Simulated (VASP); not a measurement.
These are r2SCAN meta-GGA, VASP's PBE PAW potentials (set 64) (plane waves; VASP) values and carry that method's errors.

A VASP calculation is set up with these files.

POSCAR:
```
TiC
1
    0.0000000000     2.1650000000     2.1650000000
    2.1650000000     0.0000000000     2.1650000000
    2.1650000000     2.1650000000     0.0000000000
Ti C
1 1
Direct
  0.0000000000   0.0000000000   0.0000000000
  0.5000000000   0.5000000000   0.5000000000
```

**INCAR**
```
ALGO = Normal
EDIFF = 1E-6
EDIFFG = -0.01
ENCUT = 520
IBRION = 2
ISIF = 3
ISMEAR = 1
LASPH = .True.
LCHARG = .False.
LMAXMIX = 4
LMIXTAU = .True.
LREAL = .False.
LWAVE = .False.
METAGGA = R2SCAN
NELM = 100
NSW = 60
PREC = Accurate
SIGMA = 0.1
SYSTEM = TiC
```

File KPOINTS:
```
Automatic mesh
0
Gamma
13 13 13
0 0 0
```

POTCAR, in this order: Ti_sv C (PBE.64 set). Program: vasp_std.

Output of the run:

OUTCAR:
```
 ion  position               nearest neighbor table
   1  0.000  0.000  0.000-   2 2.17   2 2.17   2 2.17   2 2.17   2 2.17   2 2.17
   2  0.500  0.500  0.500-   1 2.17   1 2.17   1 2.17   1 2.17   1 2.17   1 2.17
  LATTYP: Found a face centered cubic cell.
 ALAT       =     4.3300000000
 Subroutine PRICEL returns:
 Original cell was already a primitive cell.
 Subroutine GETGRP returns: Found 48 space group operations
The static configuration has the point symmetry O_h .
The dynamic configuration has the point symmetry O_h .
 Subroutine INISYM returns: Found 48 space group operations
 Subroutine IBZKPT returns following result:
 Found     84 irreducible k-points:

 Following reciprocal coordinates:
            Coordinates               Weight
  0.000000  0.000000  0.000000      1.000000
  0.076923  0.000000  0.000000      8.000000
  0.153846  0.000000  0.000000      8.000000
  0.230769  0.000000  0.000000      8.000000
  0.307692  0.000000  0.000000      8.000000
  0.384615  0.000000  0.000000      8.000000
  0.461538  0.000000  0.000000      8.000000
  0.076923  0.076923  0.000000      6.000000
  0.153846  0.076923  0.000000     24.000000
  0.230769  0.076923  0.000000     24.000000
  0.307692  0.076923  0.000000     24.000000
  0.384615  0.076923  0.000000     24.000000
  0.461538  0.076923  0.000000     24.000000
 -0.461538  0.076923  0.000000     24.000000
 -0.384615  0.076923  0.000000     24.000000
 -0.307692  0.076923  0.000000     24.000000
 -0.230769  0.076923  0.000000     24.000000
 -0.153846  0.076923  0.000000     24.000000
 -0.076923  0.076923  0.000000     12.000000
  0.153846  0.153846  0.000000      6.000000
  0.230769  0.153846  0.000000     24.000000
  0.307692  0.153846  0.000000     24.000000
  0.384615  0.153846  0.000000     24.000000
  0.461538  0.153846  0.000000     24.000000
 -0.461538  0.153846  0.000000     24.000000
 -0.384615  0.153846  0.000000     24.000000
 -0.307692  0.153846  0.000000     24.000000
 -0.230769  0.153846  0.000000     24.000000
 -0.153846  0.153846  0.000000     12.000000
  0.230769  0.230769  0.000000      6.000000
  0.307692  0.230769  0.000000     24.000000
  0.384615  0.230769  0.000000     24.000000
  0.461538  0.230769  0.000000     24.000000
 -0.461538  0.230769  0.000000     24.000000
 -0.384615  0.230769  0.000000     24.000000
 -0.307692  0.230769  0.000000     24.000000
 -0.230769  0.230769  0.000000     12.000000
  0.307692  0.307692  0.000000      6.000000
  0.384615  0.307692  0.000000     24.000000
  0.461538  0.307692  0.000000     24.000000
   k-points           NKPTS =     84   k-points in BZ     NKDIM =     84   number of bands    NBANDS=     12
   number of dos      NEDOS =    301   number of ions     NIONS =      2
   total plane-waves  NPLWV =  13824
   dimension x,y,z NGX =    24 NGY =   24 NGZ =   24
   dimension x,y,z NGXF=    48 NGYF=   48 NGZF=   48
   ions per type =               1   1
   PREC   = accura    normal or accurate (medium, high low for compatibility)
   ISTART =      0    job   : 0-new  1-cont  2-samecut
   ICHARG =      2    charge: 1-file 2-atom 10-const
   ISPIN  =      1    spin polarized calculation?
   LNONCOLLINEAR =      F non collinear calculations
   LSORBIT =      F    spin-orbit coupling
   INIWAV =      1    electr: 0-lowe 1-rand  2-diag
   ENCUT  =  520.0 eV  38.22 Ry    6.18 a.u.   5.69  5.69  5.69*2*pi/ulx,y,z
   NELM   =    100;   NELMIN=  2; NELMDL= -5     # of ELM steps
   EDIFF  = 0.1E-05   stopping-criterion for ELM
   LREAL  =      F    real-space projection
   NLSPLINE    = F    spline interpolate recip. space projectors
   LMAXMIX     =    4 max onsite mixed and CHGCAR
...
```

File OSZICAR:
```
       N       E                     dE             d eps       ncg     rms          rms(c)
DAV:   1     0.111006000439E+03    0.11101E+03   -0.86547E+03  2016   0.163E+03
DAV:   2    -0.235874151058E+02   -0.13459E+03   -0.12840E+03  2096   0.389E+02
DAV:   3    -0.334063864974E+02   -0.98190E+01   -0.94245E+01  2676   0.101E+02
DAV:   4    -0.339192313525E+02   -0.51284E+00   -0.51208E+00  2696   0.214E+01
DAV:   5    -0.339350277556E+02   -0.15796E-01   -0.15795E-01  2756   0.339E+00    0.193E+01
DAV:   6    -0.245837025526E+02    0.93513E+01   -0.27722E+01  2588   0.849E+01    0.530E+00
DAV:   7    -0.248241059728E+02   -0.24040E+00   -0.39392E+00  2316   0.279E+01    0.448E+00
DAV:   8    -0.248380571798E+02   -0.13951E-01   -0.37778E-01  2340   0.747E+00    0.220E+00
DAV:   9    -0.249051409514E+02   -0.67084E-01   -0.12377E-01  2236   0.566E+00    0.142E+00
DAV:  10    -0.248718425837E+02    0.33298E-01   -0.11069E-01  2584   0.525E+00    0.421E-01
DAV:  11    -0.248660513719E+02    0.57912E-02   -0.71545E-03  2508   0.943E-01    0.114E-01
DAV:  12    -0.248688031443E+02   -0.27518E-02   -0.64979E-03  2056   0.949E-01    0.528E-02
DAV:  13    -0.248694951125E+02   -0.69197E-03   -0.92350E-04  2092   0.333E-01    0.486E-02
DAV:  14    -0.248694462878E+02    0.48825E-04   -0.15830E-04  2836   0.163E-01    0.121E-02
DAV:  15    -0.248694776041E+02   -0.31316E-04   -0.21814E-05  2440   0.460E-02    0.710E-03
DAV:  16    -0.248694695180E+02    0.80861E-05   -0.27731E-06  2036   0.188E-02    0.722E-03
DAV:  17    -0.248694708296E+02   -0.13116E-05   -0.16107E-06  1872   0.215E-02    0.186E-03
DAV:  18    -0.248694694091E+02    0.14204E-05   -0.42758E-07  1048   0.761E-03    0.670E-04
DAV:  19    -0.248694699118E+02   -0.50269E-06   -0.71406E-08  1028   0.298E-03
   1 F= -.24869470E+02 E0= -.24869376E+02  d E =-.248695E+02
       N       E                     dE             d eps       ncg     rms          rms(c)
DAV:   1    -0.248734178233E+02   -0.39484E-02   -0.95447E-02  2036   0.529E+00    0.629E-01
DAV:   2    -0.248697845860E+02    0.36332E-02   -0.18086E-02  2208   0.224E+00    0.170E-01
DAV:   3    -0.248693118455E+02    0.47274E-03   -0.20725E-03  2344   0.513E-01    0.627E-02
DAV:   4    -0.248693237893E+02   -0.11944E-04   -0.61489E-04  2076   0.290E-01    0.330E-02
DAV:   5    -0.248693429192E+02   -0.19130E-04   -0.20774E-04  2532   0.138E-01    0.176E-02
DAV:   6    -0.248693846864E+02   -0.41767E-04   -0.35252E-05  2832   0.579E-02    0.131E-02
DAV:   7    -0.248693839455E+02    0.74092E-06   -0.11452E-06  1208   0.155E-02
   2 F= -.24869384E+02 E0= -.24869287E+02  d E =0.859663E-04
       N       E                     dE             d eps       ncg     rms          rms(c)
DAV:   1    -0.248712904985E+02   -0.19058E-02   -0.40024E-02  2036   0.341E+00    0.413E-01
DAV:   2    -0.248696992578E+02    0.15912E-02   -0.75013E-03  2200   0.145E+00    0.112E-01
DAV:   3    -0.248694937474E+02    0.20551E-03   -0.86012E-04  2304   0.329E-01    0.432E-02
DAV:   4    -0.248694863943E+02    0.73531E-05   -0.25752E-04  2080   0.195E-01    0.205E-02
DAV:   5    -0.248695200950E+02   -0.33701E-04   -0.82657E-05  2532   0.884E-02    0.112E-02
DAV:   6    -0.248695326902E+02   -0.12595E-04   -0.12520E-05  2688   0.353E-02    0.838E-03
DAV:   7    -0.248695289095E+02    0.37808E-05   -0.66680E-07  1060   0.117E-02    0.117E-02
DAV:   8    -0.248695349803E+02   -0.60708E-05   -0.24451E-06  1712   0.222E-02    0.478E-03
DAV:   9    -0.248695365428E+02   -0.15625E-05   -0.93919E-07  1072   0.133E-02    0.202E-03
DAV:  10    -0.248695363600E+02    0.18283E-06   -0.31984E-07  1008   0.651E-03
   3 F= -.24869536E+02 E0= -.24869441E+02  d E =-.664481E-04
```

### OUTCAR
```
------------------------ aborting loop because EDIFF is reached ----------------------------------------
  FORCE on cell =-STRESS in cart. coord.  units (eV):
  Direction    XX          YY          ZZ          XY          YZ          ZX
  --------------------------------------------------------------------------------------
  Total        0.0120761      0.0120761      0.0120761      0.0000000      0.0000000      0.0000000
  in kB        0.9516209      0.9516209      0.9516209      0.0000000      0.0000000      0.0000000
  external PRESSURE =       0.9516209 kB  Pullay stress =       0.0000000 kB
  volume of cell :       20.33
      direct lattice vectors                 reciprocal lattice vectors
    -0.000000000  2.166279739  2.166279739    -0.230810449  0.230810449  0.230810449
     2.166279739  0.000000000  2.166279739     0.230810449 -0.230810449  0.230810449
     2.166279739  2.166279739 -0.000000000     0.230810449  0.230810449 -0.230810449
 POSITION                                       TOTAL-FORCE (eV/Angst)
 -----------------------------------------------------------------------------------
      0.00000      0.00000     -0.00000         0.000000      0.000000     -0.000000
      2.16628      2.16628      2.16628        -0.000000      0.000000      0.000000
 -----------------------------------------------------------------------------------
    total drift:                                0.000000     -0.000000     -0.000000
  FREE ENERGIE OF THE ION-ELECTRON SYSTEM (eV)
  ---------------------------------------------------
  free  energy   TOTEN  =       -24.8695363600 eV

  energy  without entropy=      -24.8692515423  energy(sigma->0) =      -24.86944142

 reached required accuracy - stopping structural energy minimisation
```
(Selected blocks of OUTCAR.)

File CONTCAR:
```
TiC
   1.00000000000000
    -0.0000000000000000    2.1662797385784009    2.1662797385784009
     2.1662797385784009    0.0000000000000000    2.1662797385784009
     2.1662797385784009    2.1662797385784009   -0.0000000000000000
  Ti              C
     1     1
Direct
     0.0000000000000000    0.0000000000000000    0.0000000000000000
     0.5000000000000000    0.5000000000000000    0.5000000000000000
```

The compound is TiC in the rock salt structure. This run relaxes it. Symmetry was kept, so distortions that lower it aren't found.
